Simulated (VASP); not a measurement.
VASP runs on Mg2Ge (antifluorite) share one base input (PBE GGA, plane waves, VASP's PBE PAW potentials (set 64)) and change the settings named in each case.

**INCAR**
```
! general
SYSTEM   =  Mg2Ge
PREC     =  Accurate
ENCUT    =  400   ! plane-wave cut-off (eV)
LREAL    =  F   ! projection in real space or not
LASPH    =  T   ! aspherical one-centre terms

! electronic loop
EDIFF    =  1E-6
NELM     =  100   ! most electronic steps
ALGO     =  Normal   ! blocked Davidson
LMAXMIX  =  4

! smearing
ISMEAR   =  0
SIGMA    =  0.05

! functional
GGA      =  PE

! ions
ISIF     =  2

! output
LWAVE    =  F
LCHARG   =  F
```

**POSCAR**
```
Mg2Ge
1.0
  0.0000000000   3.1950000000   3.1950000000
  3.1950000000   0.0000000000   3.1950000000
  3.1950000000   3.1950000000   0.0000000000
Mg Ge
2 1
direct
  0.2500000000   0.2500000000   0.2500000000
  0.7500000000   0.7500000000   0.7500000000
  0.0000000000   0.0000000000   0.0000000000
```

File KPOINTS:
```
Regular mesh
0
G
  7 7 7
```

POTCAR, in this order: Mg Ge_d (PBE.64 set). Program: vasp_std.

```tsv
change	E(σ→0) (eV/atom)	irreducible k-points
base run	-2.7833	20
KGAMMA = .FALSE., KSPACING = 0.4, KPOINTS file removed	-2.7650	10
KGAMMA = .FALSE., KSPACING = 0.6, KPOINTS file removed	-2.5998	4
KGAMMA = .TRUE., KSPACING = 0.8, KPOINTS file removed	-2.5998	4
KGAMMA = .TRUE., KSPACING = 0.35, KPOINTS file removed	-2.7650	10
KGAMMA = .FALSE., KSPACING = 0.16, KPOINTS file removed	-2.7869	56
```

Left out are runs that ran out of time, are held back, or changed the cell or the kind of run, fixed moments of cells without a moment, rows past the twelfth, gaps on odd meshes, pressures of charged cells and columns that move by less than the noise.

The compound is Mg2Ge in the antifluorite structure. The cell was not relaxed at this level.
